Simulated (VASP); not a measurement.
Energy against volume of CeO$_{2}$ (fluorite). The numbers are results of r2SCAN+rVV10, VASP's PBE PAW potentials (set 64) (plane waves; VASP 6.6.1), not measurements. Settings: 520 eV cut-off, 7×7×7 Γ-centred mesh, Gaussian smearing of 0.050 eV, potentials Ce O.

```tsv
V (Å³/atom)	E (eV/atom)
12.883	-17.80840
13.281	-17.81728
13.679	-17.81146
14.078	-17.79304
```

Q: Fit these four points and predict the energy of the run at 12.484 Å³/atom.

A: A cubic in V^(−2/3), the third-order Birch-Murnaghan form, passes through the four points with V0 = 13.31 Å³/atom and B0 = 195 GPa, and gives -17.7822 eV/atom there. The run gave -17.7822 eV/atom, +0.0 meV/atom from the fit; all five points give B0 = 195 GPa.

The compound is CeO2 in the fluorite structure. It was relaxed first. The run is not spin-polarised, so no magnetic state was tried.
